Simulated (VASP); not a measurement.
```
Cr
1.0
    2.84007     0.00000     0.00000
    0.00000     2.84007     0.00000
    0.00000     0.00000     2.84007
Cr
2
Direct
  0.00000   0.00000   0.00000
  0.50000   0.50000   0.50000
```
Starting moments (μB, in the order of the record's atoms Cr Cr): 1.2 -1.2.

The numbers are results of revTPSS meta-GGA, VASP's PBE PAW potentials (set 64) (plane waves; VASP), not measurements. Settings: 520 eV cut-off, 14×14×14 Γ-centred mesh, tetrahedra with Blöchl corrections, potentials Cr_pv.

Problem. Estimate the cell moment, energy per atom (σ→0), band gap (over mesh and band path) with the smallest direct gap where there is one.

Solution. 
```yaml
band gap (over mesh and band path): none (metal, semimetal or under 0.01 eV)
cell_moment: 0.00 μB
energy per atom (σ→0): -8.261 eV/atom
```

Problem. Give the moment on each site (PAW-sphere projection).

Solution. 
```
site  moment (μB)
----  -----------
Cr1          1.20
Cr2         -1.20
```

Total energies compare only between runs with the same potentials, cut-off and functional.

The compound is Cr in the bcc, AFM order structure. It was relaxed first.
